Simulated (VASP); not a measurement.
Consider the following.

```
Zn4S3Se
1.0
    0.00000     2.71270     2.71270
    2.71270     0.00000     2.71270
   10.85401    10.85401    -0.00322
Zn Se S
4 1 3
Direct
  0.01175   0.01175   0.99119
  0.98890   0.98890   0.25832
  0.99651   0.99651   0.50262
  0.00330   0.00330   0.74752
  0.24800   0.24800   0.06400
  0.24362   0.24362   0.31728
  0.25050   0.25050   0.56213
  0.25741   0.25741   0.80694
```

Computed with PBEsol GGA, VASP's PBE PAW potentials (set 64) (plane waves; VASP 6.6.1). Settings: 400 eV cut-off, Gaussian smearing of 0.050 eV, potentials Zn Se S.

### Question
Estimate the band gap (along the path) with the smallest direct gap where there is one.

### Answer

```yaml
band gap (along the path): 1.53 eV
smallest direct gap (along the path): 1.53 eV
```

Only differences to runs with the same potentials and settings are physical.

The structure was generated: Zn4S3Se was put into an ordered model structure (R3m), which need not be its known phase. It was relaxed first.
